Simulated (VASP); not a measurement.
# BaPm (P-6m2) in VASP: convergence with k mesh

Aim: find how far k mesh must go before the results for BaPm settle, at PBE. This setting moves, with any that are tied to it; all else stays.

Program: VASP 6.6.1. These are calculated values, not measurements. Logs are shortened: lines on timing, memory, paths and dates and some standing lists are left out, and cuts for length are marked.

## (1) Starting point

The structure is hexagonal, space group P-6m2 (No. 187). The conventional cell has a = 3.968 Å, b = 3.968 Å, c = 6.523 Å, α = 90.00°, β = 90.00°, γ = 120.00°. Pm (site symmetry -6m2) is surrounded by 6 Pm at 3.97 Å and 6 Ba at 3.99 Å. Around Ba (site symmetry -6m2) lie 6 Ba at 3.97 Å and 6 Pm at 3.99 Å.

The cell comes from a database or a generator and needn't be the stable form of this composition.

## (2) With k mesh 2 × 2 × 1

INCAR

```
ALGO = Normal
EDIFF = 1E-6
ENCUT = 500
GGA = PE
ISIF = 2
ISMEAR = 1
ISPIN = 2
LASPH = T
LCHARG = F
LMAXMIX = 6
LORBIT = 11
LREAL = F
LWAVE = F
MAGMOM = 4 0
NELM = 120
PREC = Accurate
SIGMA = 0.1
```

KPOINTS

```
k-points
0
Gamma
  2 2 1
```

POSCAR

```
BaPm
1.0
    3.9675108916      0.0000000000      0.0000000000
   -1.9837554458      3.4359652219      0.0000000000
    0.0000000000      0.0000000000      6.5226240000
Pm Ba
1 1
Direct
    0.6666666667      0.3333333333      0.0000000000
    0.0000000000      0.0000000000      0.5000000000
```

Potentials or basis: VASP PAW PBE potentials, release 64 (Pm, Ba_sv).

Command:

```
cat potpaw_PBE.64/Pm/POTCAR potpaw_PBE.64/Ba_sv/POTCAR > POTCAR
mpirun -np 1 vasp_std > vasp.out
```

Run time: 28 s. Hardware: 1 thread of Intel Xeon 6975P-C (Granite Rapids), shared host; peak memory 0.23 GiB.

What came out:

| Property | Result |
| --- | --- |
| Free energy | -10.3537 eV |
| Pressure | -3.6 GPa |
| Band gap on the k mesh | none (metal or under the smearing width) |
| Net moment | 5.49 μB per cell |
| Site moments | Pm +4.52; Ba +0.12 μB |
| Valence electrons inside the program's atomic spheres | Pm 12.35; Ba 8.05 |

## (3) With k mesh 3 × 3 × 2

INCAR is that of step 2.

KPOINTS

```
k-points
0
Gamma
  3 3 2
```

POSCAR is that of step 2.

Potentials or basis: VASP PAW PBE potentials, release 64 (Pm, Ba_sv).

Command:

```
cat potpaw_PBE.64/Pm/POTCAR potpaw_PBE.64/Ba_sv/POTCAR > POTCAR
mpirun -np 1 vasp_std > vasp.out
```

Run time: 30 s. Hardware: 1 thread of Intel Xeon 6975P-C (Granite Rapids), shared host; peak memory 0.24 GiB.

Results:

```
Free energy                                           : -9.3926 eV
Pressure                                              : -0.1 GPa
Band gap on the k mesh                                : none (metal or under the smearing width)
Net moment                                            : 5.65 μB per cell
Site moments                                          : Pm +4.69; Ba +0.06 μB
Valence electrons inside the program's atomic spheres : Pm 12.39; Ba 8.04
```

## (4) With k mesh 4 × 4 × 2

INCAR is that of step 3.

KPOINTS

```
k-points
0
Gamma
  4 4 2
```

POSCAR is that of step 3.

Command:

```
cat potpaw_PBE.64/Pm/POTCAR potpaw_PBE.64/Ba_sv/POTCAR > POTCAR
mpirun -np 1 vasp_std > vasp.out
```

Wall time 39 s (1 thread of Intel Xeon 6975P-C (Granite Rapids), shared host); peak memory 0.24 GiB.

What came out:

| Item | Value |
| --- | --- |
| Free energy | -9.3133 eV |
| Pressure | 1.4 GPa |
| Band gap on the k mesh | none (metal or under the smearing width) |
| Net moment | 4.85 μB per cell |
| Site moments | Pm +4.55; Ba -0.05 μB |
| Valence electrons inside the program's atomic spheres | Pm 12.36; Ba 8.02 |

## (5) With k mesh 5 × 5 × 3

INCAR is that of step 4.

KPOINTS

```
k-points
0
Gamma
  5 5 3
```

POSCAR is that of step 4.

Command:

```
cat potpaw_PBE.64/Pm/POTCAR potpaw_PBE.64/Ba_sv/POTCAR > POTCAR
mpirun -np 1 vasp_std > vasp.out
```

It took 41 s on 1 thread of Intel Xeon 6975P-C (Granite Rapids), shared host; peak memory 0.25 GiB.

Results:

| Property | Result |
| --- | --- |
| Free energy | -9.2747 eV |
| Pressure | 1.4 GPa |
| Band gap on the k mesh | none (metal or under the smearing width) |
| Net moment | 5.26 μB per cell |
| Site moments | Pm +4.64; Ba -0.01 μB |
| Valence electrons inside the program's atomic spheres | Pm 12.38; Ba 8.03 |

## (6) With k mesh 6 × 6 × 3

INCAR is that of step 5.

KPOINTS

```
k-points
0
Gamma
  6 6 3
```

POSCAR is that of step 5.

Potentials or basis: VASP PAW PBE potentials, release 64 (Pm, Ba_sv).

Command:

```
cat potpaw_PBE.64/Pm/POTCAR potpaw_PBE.64/Ba_sv/POTCAR > POTCAR
mpirun -np 1 vasp_std > vasp.out
```

Wall time 64 s (1 thread of Intel Xeon 6975P-C (Granite Rapids), shared host); peak memory 0.26 GiB.

Results:

| Quantity | Value |
| --- | --- |
| Free energy | -9.2681 eV |
| Pressure | 1.6 GPa |
| Band gap on the k mesh | none (metal or under the smearing width) |
| Net moment | 5.21 μB per cell |
| Site moments | Pm +4.64; Ba -0.01 μB |
| Valence electrons inside the program's atomic spheres | Pm 12.38; Ba 8.03 |

## (7) With k mesh 7 × 7 × 4

INCAR is that of step 6.

KPOINTS

```
k-points
0
Gamma
  7 7 4
```

POSCAR is that of step 6.

Command:

```
cat potpaw_PBE.64/Pm/POTCAR potpaw_PBE.64/Ba_sv/POTCAR > POTCAR
mpirun -np 1 vasp_std > vasp.out
```

It took 94 s on 1 thread of Intel Xeon 6975P-C (Granite Rapids), shared host; peak memory 0.27 GiB.

What came out:

```yaml
Free_energy: -9.2724 eV
Pressure: 1.4 GPa
Band_gap_on_the_k_mesh: none (metal or under the smearing width)
Net_moment: 5.33 μB per cell
Site_moments: Pm +4.66; Ba +0.01 μB
Valence_electrons_inside_the_program's_atomic_spheres: Pm 12.38; Ba 8.03
```

## (8) With k mesh 9 × 9 × 5

INCAR is that of step 7.

KPOINTS

```
k-points
0
Gamma
  9 9 5
```

POSCAR is that of step 7.

Command:

```
cat potpaw_PBE.64/Pm/POTCAR potpaw_PBE.64/Ba_sv/POTCAR > POTCAR
mpirun -np 1 vasp_std > vasp.out
```

It took 2.1 min on 1 thread of Intel Xeon 6975P-C (Granite Rapids), shared host; peak memory 0.3 GiB.

What came out:

| Item | Value |
| --- | --- |
| Free energy | -9.2761 eV |
| Pressure | 1.2 GPa |
| Band gap on the k mesh | none (metal or under the smearing width) |
| Net moment | 5.46 μB per cell |
| Site moments | Pm +4.67; Ba +0.03 μB |
| Valence electrons inside the program's atomic spheres | Pm 12.38; Ba 8.03 |

## (9) With k mesh 11 × 11 × 6

INCAR is that of step 8.

KPOINTS

```
k-points
0
Gamma
  11 11 6
```

POSCAR is that of step 8.

Potentials or basis: VASP PAW PBE potentials, release 64 (Pm, Ba_sv).

Command:

```
cat potpaw_PBE.64/Pm/POTCAR potpaw_PBE.64/Ba_sv/POTCAR > POTCAR
mpirun -np 1 vasp_std > vasp.out
```

It took 2.8 min on 1 thread of Intel Xeon 6975P-C (Granite Rapids), shared host; peak memory 0.36 GiB.

What came out:

```yaml
Free_energy: -9.2737 eV
Pressure: 1.4 GPa
Band_gap_on_the_k_mesh: none (metal or under the smearing width)
Net_moment: 5.32 μB per cell
Site_moments: Pm +4.65; Ba -0.00 μB
Valence_electrons_inside_the_program's_atomic_spheres: Pm 12.38; Ba 8.03
```

## (10) With k mesh 13 × 13 × 7

INCAR is that of step 9.

KPOINTS

```
k-points
0
Gamma
  13 13 7
```

POSCAR is that of step 9.

Potentials or basis: VASP PAW PBE potentials, release 64 (Pm, Ba_sv).

Command:

```
cat potpaw_PBE.64/Pm/POTCAR potpaw_PBE.64/Ba_sv/POTCAR > POTCAR
mpirun -np 1 vasp_std > vasp.out
```

OUTCAR:

```text
EDIFF = 1E-6
   ENCUT = 500
   GGA = PE
   ISIF = 2
   ISMEAR = 1
   ISPIN = 2
   LASPH = T
   LORBIT = 11
   LREAL = F
   NELM = 120
   PREC = Accurate

 ion  position               nearest neighbor table
   1  0.667  0.333  0.000-   2 3.99   2 3.99   2 3.99   2 3.99   2 3.99   2 3.99
   2  0.000  0.000  0.500-   1 3.99   1 3.99   1 3.99   1 3.99   1 3.99   1 3.99

  LATTYP: Found a hexagonal cell.
 ALAT       =     3.9675108916
 C/A-ratio  =     1.6440090974

  Lattice vectors:

 A1 = (   3.9675108916,   0.0000000000,   0.0000000000)
 A2 = (  -1.9837554458,   3.4359652219,   0.0000000000)
 A3 = (   0.0000000000,   0.0000000000,   6.5226240000)

Analysis of symmetry for initial positions (statically):
=====================================================================
 Subroutine PRICEL returns:
 Original cell was already a primitive cell.

 Routine SETGRP: Setting up the symmetry group for a
 hexagonal supercell.

 Subroutine GETGRP returns: Found 12 space group operations
 (whereof 12 operations were pure point group operations)
 out of a pool of 24 trial point group operations.

The static configuration has the point symmetry D_3h.

Analysis of symmetry for dynamics (positions and initial velocities):
=====================================================================
 Subroutine PRICEL returns:
 Original cell was already a primitive cell.

 Routine SETGRP: Setting up the symmetry group for a
 hexagonal supercell.

 Subroutine GETGRP returns: Found 12 space group operations
 (whereof 12 operations were pure point group operations)
 out of a pool of 24 trial point group operations.

The dynamic configuration has the point symmetry D_3h.

Analysis of structural, dynamic, and magnetic symmetry:
=====================================================================
 Subroutine PRICEL returns:
 Original cell was already a primitive cell.

 Routine SETGRP: Setting up the symmetry group for a
 hexagonal supercell.

 Subroutine GETGRP returns: Found 12 space group operations
 (whereof 12 operations were pure point group operations)
 out of a pool of 24 trial point group operations.

The overall configuration has the point symmetry D_3h.

 Subroutine INISYM returns: Found 12 space group operations
 (whereof 12 operations are pure point group operations),
 and found     1 'primitive' translations

----------------------------------------------------------------------------------------

                                     Primitive cell

[... 101 lines left out ...]
   NELECT =      25.0000    total number of electrons
   NUPDOWN=      -1.0000    fix difference up-down
   EMIN   =  10.00;   EMAX   =-10.00  energy-range for DOS
   EFERMI =   0.00;   METHOD = LEGACY
   ISMEAR =     1;   SIGMA  =   0.10  broadening in eV -4-tet -1-fermi 0-gaus
   EFERMI_NEDOS =   21; number of points for ismear=-14 and -15
   IALGO  =     38    algorithm
   IMIX   =      4    mixing-type and parameters
     AMIX     =   0.40;   BMIX     =  1.00
     AMIX_MAG =   1.60;   BMIX_MAG =  1.00
  volume/ion in A,a.u.               =      44.46       300.02
  Fermi-wavevector in a.u.,A,eV,Ry     =   1.072486  2.026705 15.649787  1.150227
  Thomas-Fermi vector in A             =   2.208258
   LORBIT       =     11    0 simple, 1 ext, 2 COOP (PROOUT), +10 PAW based schemes
   GGA     = PE    functional components
   LHFCALC =     F    Hartree Fock is set to
   AEXX    =    0.0000 exact exchange contribution
   IVDW    =     0    specifies the selected vdW correction
   LEPSILON=     F    determine dielectric tensor
   LRPA    =     F    only Hartree local field effects (RPA)
 spin polarized calculation
 Methfessel and Paxton  Order N= 1 SIGMA  =   0.10
  energy-cutoff  :      500.00
  volume of cell :       88.92
 maximum number of plane-waves:      2280
 NGX is ok and might be reduce to    30
   NGX = 15   NGY = 15   NGZ = 23

 number of electron      24.9999995 magnetization       5.3917917

 Free energy of the ion-electron system (eV)
  ---------------------------------------------------
  ext. energy  EPLUGINS =         0.00000000
  ---------------------------------------------------
  free energy    TOTEN  =        -9.27505482 eV

  energy without entropy =       -9.26755243  energy(sigma->0) =       -9.27255403

 E-fermi :   3.5835     XC(G=0):  -8.6557

 val. band max:        3.5834079335   @ k =   0.3077   0.3077   0.2857
 cond. band min:       3.5846558760   @ k =   0.3846   0.0000   0.2857
 fundamental gap:      0.0012479425
 Fermi energy:         3.5835423611

 spin component 1

 k-point     1 :       0.0000    0.0000    0.0000
  band No.  band energies     occupation
      1     -35.2905      1.00000
      2     -24.7109      1.00000
      3     -15.8034      1.00000
      4     -15.5437      1.00000
      5     -15.5437      1.00000
      6      -9.9821      1.00000
[... 493 lines left out ...]
     17       3.7877     -0.00697
     18       4.4087     -0.00000

 [... further k-points ...]

 spin component 2

 k-point     1 :       0.0000    0.0000    0.0000
  band No.  band energies     occupation
      1     -33.0879      1.00000
      2     -24.7078      1.00000
      3     -14.2407      1.00000
      4     -13.8672      1.00000
      5     -13.8672      1.00000
      6      -9.9147      1.00000
[... 493 lines left out ...]
     17       6.4387      0.00000
     18       6.4870      0.00000

 [... further k-points ...]
[... 5 lines left out ...]
  --------------------------------------------------------------------------------------
  -------------------------------------------------------------------------------------
  Total        0.6670111      0.6670111      0.8951327      0.0000000      0.0000000      0.0000000
  in kB       12.0186150     12.0186150     16.1290487      0.0000000      0.0000000      0.0000000
  external PRESSURE =      13.3887596 kB  Pullay stress =       0.0000000 kB

 VOLUME and BASIS-vectors are now :
 -----------------------------------------------------------------------------
  energy-cutoff  :      500.00
  volume of cell :       88.92
      direct lattice vectors                 reciprocal lattice vectors
     3.967510892  0.000000000  0.000000000     0.252047197  0.145519517  0.000000000
    -1.983755446  3.435965222  0.000000000     0.000000000  0.291039034  0.000000000
     0.000000000  0.000000000  6.522624000     0.000000000  0.000000000  0.153312532

 POSITION                                       TOTAL-FORCE (eV/Angst)
 -----------------------------------------------------------------------------------
      1.98376      1.14532      0.00000         0.000000      0.000000      0.000000
      0.00000      0.00000      3.26131         0.000000     -0.000000      0.000000
 -----------------------------------------------------------------------------------
    total drift:                               -0.000000      0.000000      0.000000

  FREE ENERGIE OF THE ION-ELECTRON SYSTEM (eV)
  ---------------------------------------------------
  free  energy   TOTEN  =        -9.2750548216 eV

  energy  without entropy=       -9.2675524331  energy(sigma->0) =       -9.27255403

 total charge

# of ion       s       p       d       f       tot
--------------------------------------------------
    1        2.047   5.494   0.368   4.472  12.380
    2        2.079   5.510   0.441   0.000   8.029
--------------------------------------------------
tot          4.125  11.003   0.809   4.472  20.409

 magnetization (x)

# of ion       s       p       d       f       tot
--------------------------------------------------
    1       -0.007   0.024   0.181   4.465   4.663
    2       -0.001   0.006   0.004   0.000   0.009
--------------------------------------------------
tot         -0.008   0.031   0.185   4.465   4.673
```

OSZICAR:

```text
N       E                     dE             d eps       ncg     rms          rms(c)
DAV:   1     0.258763303277E+03    0.25876E+03   -0.10207E+04  6048   0.157E+03
DAV:   2     0.254975047242E+02   -0.23327E+03   -0.22579E+03  8176   0.305E+02
[... 16 lines left out ...]
DAV:  19    -0.927494305018E+01   -0.12497E-03   -0.11127E-03  9132   0.134E-01    0.731E-02
DAV:  20    -0.927499142931E+01   -0.48379E-04   -0.64680E-04  9770   0.113E-01    0.107E-01
DAV:  21    -0.927504030306E+01   -0.48874E-04   -0.18117E-04  9664   0.935E-02    0.314E-02
DAV:  22    -0.927505209180E+01   -0.11789E-04   -0.99875E-05  8448   0.295E-02    0.174E-02
DAV:  23    -0.927505488453E+01   -0.27927E-05   -0.45141E-05  8656   0.199E-02    0.947E-03
DAV:  24    -0.927505482156E+01    0.62970E-07   -0.24917E-06  6962   0.108E-02
   1 F= -.92750548E+01 E0= -.92725540E+01  d E =-.750239E-02  mag=     5.3917
```

Wall time 4.7 min (1 thread of Intel Xeon 6975P-C (Granite Rapids), shared host); peak memory 0.4 GiB.

Results:

| Quantity | Value |
| --- | --- |
| Free energy | -9.2751 eV |
| Pressure | 1.3 GPa |
| Band gap on the k mesh | none (metal or under the smearing width) |
| Net moment | 5.39 μB per cell |
| Site moments | Pm +4.66; Ba +0.01 μB |
| Valence electrons inside the program's atomic spheres | Pm 12.38; Ba 8.03 |

## (11) The series at a glance

| k mesh | energy less the tightest run, at zero smearing (meV/atom) | pressure (GPa) | largest site moment (μB) | SCF cycles | CPU time (s) | peak memory (GiB) |
| --- | --- | --- | --- | --- | --- | --- |
| 2 × 2 × 1 | -536.67 | -3.57 | 4.52 | 30 | 27 | 0.23 |
| 3 × 3 × 2 | -59.31 | -0.14 | 4.69 | 23 | 30 | 0.24 |
| 4 × 4 × 2 | -19.42 | 1.37 | 4.55 | 26 | 39 | 0.24 |
| 5 × 5 × 3 | -0.37 | 1.45 | 4.64 | 26 | 40 | 0.25 |
| 6 × 6 × 3 | 3.12 | 1.57 | 4.64 | 27 | 63 | 0.26 |
| 7 × 7 × 4 | 1.42 | 1.37 | 4.66 | 31 | 93 | 0.27 |
| 9 × 9 × 5 | -0.71 | 1.24 | 4.67 | 24 | 120 | 0.3 |
| 11 × 11 × 6 | 0.88 | 1.36 | 4.65 | 24 | 170 | 0.36 |
| 13 × 13 × 7 | 0.00 | 1.34 | 4.66 | 24 | 280 | 0.4 |

Against the tightest run, the energy stays within 1 meV/atom from 9 × 9 × 5 on; the pressure stays within 0.1 GPa from 7 × 7 × 4 on; the largest site moment stays within 0.02 μB from 7 × 7 × 4 on. Meshes of other sizes hit other points, so gaps and Fermi surfaces needn't settle smoothly. The tightest run that finished is the yardstick and may itself not be fully converged.

Caveats: the magnetic or orbital state may not be the lowest; spin-orbit coupling is left out, which moves the levels of the heavy elements; without U or exact exchange the open f shell lies at the Fermi level, which spoils levels, moments and volumes.
